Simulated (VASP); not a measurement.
An input for Quantum ESPRESSO's pw.x (written as the equivalent of a VASP run, and not itself run):

```
&CONTROL
  calculation = 'scf'
  pseudo_dir = './pseudo'
  outdir = './out'
  tprnfor = .true.
  tstress = .true.
/
&SYSTEM
  ibrav = 0
  nat = 2
  ntyp = 2
  ecutwfc = 84
  occupations = 'smearing'
  smearing = 'methfessel-paxton'
  degauss = 0.00735
  input_dft = 'pbe'
  vdw_corr = 'grimme-d3'
  dftd3_version = 4
  dftd3_threebody = .false.
/
&ELECTRONS
  conv_thr = 7.3e-08
  electron_maxstep = 100
/
ATOMIC_SPECIES
  Al 26.982 Al.upf
  Ru 101.070 Ru.upf
CELL_PARAMETERS angstrom
     3.0298780    0.0000000    0.0000000
     0.0000000    2.9250070    0.0000000
     0.0000000    0.0000000    2.9161720
ATOMIC_POSITIONS crystal
  Al   0.5000000  0.5000000  0.5000000
  Ru   0.0314700  0.0000000  0.0000000
K_POINTS automatic
  11 11 11 0 0 0
```

**Question.** Translate this input to VASP (INCAR, KPOINTS, POSCAR, choice of POTCAR).

**Answer.** One answer among several that fit: 
**KPOINTS**
```
Automatic
0
gamma
  11 11 11
```

**INCAR**
```
SYSTEM = RuAl
PREC = Accurate
ENCUT = 400
EDIFF = 1E-6
NELM = 100
ALGO = Normal
LREAL = .FALSE.
LASPH = .TRUE.
ISMEAR = 1
SIGMA = 0.1
GGA = PE
LMAXMIX = 4
LWAVE = .FALSE.
LCHARG = .FALSE.
ISIF = 2
IVDW = 12
```

### POSCAR
```
RuAl
1
    3.0298780000     0.0000000000     0.0000000000
    0.0000000000     2.9250070000     0.0000000000
    0.0000000000     0.0000000000     2.9161720000
Al Ru
1 1
Direct
  0.5000000000   0.5000000000   0.5000000000
  0.0314700000   0.0000000000   0.0000000000
```

POTCAR, in this order: Al Ru_pv (PBE.64 set). Program: vasp_std.

What does not carry over: the potentials are each code's own (VASP's PAW set, PseudoDojo norm-conserving files in pw.x), so ENCUT and ecutwfc are chosen apart and not converted; conv_thr bounds pw.x's estimated SCF error, while EDIFF bounds the energy change between steps.

The compound is RuAl in the CsCl type structure. The cell was not relaxed at this level, atoms are displaced from their ideal sites. The run is one of a series of settings (IVDW = 12 against the base run), some of them coarse on purpose.
